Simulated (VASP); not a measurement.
KCl (rock salt): the band gap from VASP (plane waves, PAW) at several levels of theory. Gaps are without spin-orbit coupling. Each level names its cell: its own relaxed one, PBE's, or the starting one. A gap is the smallest over the k-mesh and a band path; hybrids may have named points in place of the path, and GW has the mesh alone. The mesh is coarse and the basis finite, so the quasiparticle values are not converged.

```csv
level,band gap (eV),error against measurement (eV)
LDA (own cell),5.10,-3.40
PBE (own cell),5.04,-3.46
PBEsol (own cell),5.09,-3.41
SCAN (own cell),5.83,-2.67
r2SCAN (starting cell),5.83,-2.67
HSE06 (PBE cell),6.37,-2.13
Hartree-Fock (PBE cell),13.22,+4.72
G0W0@PBE (starting cell),7.93,-0.57
```

Measured: 8.50 eV (as given by David Koller et al., Journal of Physics Condensed Matter (2013), arXiv:1304.4470).

The cell of the LDA (own cell) run:

```yaml
crystal:
  lattice:
    - [0.00000, 3.04239, 3.04239]
    - [3.04239, 0.00000, 3.04239]
    - [3.04239, 3.04239, 0.00000]
  atoms:
    - { symbol: K, position: [0.00000, 0.00000, 0.00000] }
    - { symbol: Cl, position: [0.50000, 0.50000, 0.50000] }
```

Only levels that ran to the end are used. Left out are those held back, those with too coarse a band path, GW runs whose mesh misses a band edge, hybrids' fits of cells that aren't cubic and levels without matching references; a question may draw on a part of the rest.

The compound is KCl in the rock salt structure.
